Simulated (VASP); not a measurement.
VASP ran on this input.

**KPOINTS**
```
Regular mesh
0
Gamma
11 11 11
0 0 0
```

### INCAR
```
ALGO = Normal
EDIFF = 1E-6
EDIFFG = -0.01
ENCUT = 520
GGA = PS
IBRION = 2
ISIF = 3
ISMEAR = 1
LASPH = .True.
LCHARG = .False.
LMAXMIX = 4
LREAL = .False.
LWAVE = .False.
NELM = 100
NSW = 60
PREC = Accurate
SIGMA = 0.1
SYSTEM = NbC
```

File POSCAR:
```
NbC
1.0
  3.1200000000   0.0000000000   0.0000000000
  0.0000000000   3.1200000000   0.0000000000
  0.0000000000   0.0000000000   3.1200000000
Nb C
1 1
direct
  0.0000000000   0.0000000000   0.0000000000
  0.5000000000   0.5000000000   0.5000000000
```

POTCAR, in this order: Nb_sv C (PBE.64 set). Program: vasp_std.

Task: Translate this PBEsol calculation to Quantum ESPRESSO's pw.x.

Result: One equivalent input (not run):
```
&CONTROL
  calculation = 'vc-relax'
  pseudo_dir = './pseudo'
  outdir = './out'
  tprnfor = .true.
  tstress = .true.
  nstep = 60
  forc_conv_thr = 0.00039
/
&SYSTEM
  ibrav = 0
  nat = 2
  ntyp = 2
  ecutwfc = 82
  occupations = 'smearing'
  smearing = 'methfessel-paxton'
  degauss = 0.00735
  input_dft = 'pbesol'
/
&ELECTRONS
  conv_thr = 7.3e-08
  electron_maxstep = 100
/
&IONS
/
&CELL
/
ATOMIC_SPECIES
  Nb 92.906 Nb.upf
  C 12.011 C.upf
CELL_PARAMETERS angstrom
     3.1200000    0.0000000    0.0000000
     0.0000000    3.1200000    0.0000000
     0.0000000    0.0000000    3.1200000
ATOMIC_POSITIONS crystal
  Nb   0.0000000  0.0000000  0.0000000
  C    0.5000000  0.5000000  0.5000000
K_POINTS automatic
  11 11 11 0 0 0
```
What does not carry over: the potentials are each code's own (VASP's PAW set, PseudoDojo norm-conserving files in pw.x), so ENCUT and ecutwfc are chosen apart and not converted; conv_thr bounds pw.x's estimated SCF error, while EDIFF bounds the energy change between steps; forc_conv_thr acts on force components and is met together with etot_conv_thr.

The structure was generated: NbC was put into the CsCl type type (Pm-3m), which need not be its known phase. This run relaxes it. Symmetry was kept, so distortions that lower it aren't found.
